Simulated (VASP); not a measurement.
```
CELL_PARAMETERS angstrom
      0.00000     2.75279     2.75279
      2.75279     0.00000     2.75279
      2.75279     2.75279     0.00000
ATOMIC_POSITIONS crystal
  Ce 0.00000 0.00000 0.00000
  O  0.25000 0.25000 0.25000
  O  0.75000 0.75000 0.75000
```

Computed with RPBE GGA, VASP's PBE PAW potentials (set 64) (plane waves; VASP). Numerical set-up: 520 eV cut-off, Gaussian smearing of 0.050 eV, potentials Ce O.

Give the energies of bands 7 to 15 at the high-symmetry points, in eV from the valence-band maximum.

```csv
band,Γ,X,U,L,W
7,-3.57,-3.63,-3.04,-2.73,-2.75
8,-3.57,-1.19,-1.65,-2.73,-2.15
9,-3.57,-1.19,-1.27,-1.22,-1.01
10,-0.54,-0.69,-1.25,-1.14,-1.01
11,-0.54,-0.69,-0.68,-0.76,-0.65
12,-0.54,-0.55,-0.28,-0.76,-0.58
13,2.09,1.84,1.87,1.80,1.86
14,2.09,1.91,1.95,1.96,1.96
15,2.09,1.91,1.99,1.96,1.96
```

The gap is indirect, 1.80 eV, from the valence maximum at K-Γ at 0.29 to the conduction minimum at L.

The compound is CeO2 in the fluorite structure. It was relaxed first, which changed the volume by +5 %. The run is not spin-polarised, so no magnetic state was tried.
